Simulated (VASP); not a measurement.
Here is the system:

```xyz
2
Lattice="0.0000 3.2531 3.2531 3.2531 0.0000 3.2531 3.2531 3.2531 0.0000" Properties=species:S:1:pos:R:3 pbc="T T T"
Na     0.0000     0.0000     0.0000
I      3.2531     3.2531     3.2531
```

These are optB88-vdW, VASP's PBE PAW potentials (set 64) (plane waves; VASP) values and carry that method's errors. Numerical set-up: 520 eV cut-off, 7×7×7 Γ-centred mesh, Gaussian smearing of 0.050 eV, potentials Na_pv I.

Unless said otherwise, spin-orbit coupling is left out, though it shifts the bands of the heavy elements here.

Estimate the energy per atom (σ→0), band gap (on the k-mesh) with the smallest direct gap where there is one.

```json
{
 "band gap (on the k-mesh)": "3.60 eV",
 "smallest direct gap (on the k-mesh)": "3.60 eV",
 "energy per atom (σ→0)": "-0.693 eV/atom"
}
```

The compound is NaI in the rock salt structure. This cell is one point of a volume scan, at 1.03 of the reference volume.
